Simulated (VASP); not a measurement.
CsSnI₃ (cubic perovskite): the lattice constant a from VASP (plane waves, PAW) at several levels of theory. Static lattice.

```csv
level,lattice constant a (Å)
LDA,6.053
PBE,6.305
PBEsol,6.160
SCAN,6.226
r2SCAN,6.245
```

The cell of the LDA run:

```
CELL_PARAMETERS angstrom
      6.05305     0.00000     0.00000
      0.00000     6.05305     0.00000
      0.00000     0.00000     6.05305
ATOMIC_POSITIONS crystal
  Cs 0.00000 0.00000 0.00000
  Sn 0.50000 0.50000 0.50000
  I  0.50000 0.00000 0.50000
  I  0.00000 0.50000 0.50000
  I  0.50000 0.50000 0.00000
```

Only levels that ran to the end are used. Left out are those held back, those with too coarse a band path, GW runs whose mesh misses a band edge, hybrids' fits of cells that aren't cubic and levels without matching references; a question may draw on a part of the rest.

The compound is CsSnI3 in the cubic perovskite structure, the ideal cubic form; the compound distorts at low or room temperature.
